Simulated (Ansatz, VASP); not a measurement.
## SiGeS3 in VASP and in Ansatz

```
Ge Si S
1.0
     4.47110    0.00000    0.00000
     0.00000    4.47110    0.00000
     0.00000    0.00000    4.47110
Ge Si S
1 1 3
Direct
  0.00000 0.00000 0.00000
  0.50000 0.50000 0.50000
  0.50000 0.50000 0.00000
  0.50000 0.00000 0.50000
  0.00000 0.50000 0.50000
```

Alike in both runs: task single point; functional PBEsol; k mesh 8 × 8 × 8; occupations gaussian, width 0.02 eV; no spin polarisation.

|  | VASP | Ansatz |
| --- | --- | --- |
| version | VASP 6.6.1 | Ansatz 0.2.0 |
| potentials or method | VASP PAW PBE potentials, release 64 (Ge_d, Si, S) | scalar-relativistic, plane waves, PAW |
| plane-wave cutoff (eV) | 520 | 420 |
| valence electrons in the cell | 36 | 36 |

```tsv
	VASP	Ansatz	Ansatz less VASP
gap on the k mesh at the Fermi level (eV)	none	none	-
pressure (GPa)	0.5	0.5	-0.01
```

A gap of «none» marks a metal or a gap that the smearing closes.

Caveats: the PAW data sets were made with another functional, which shifts forces and pressure a little (VASP).
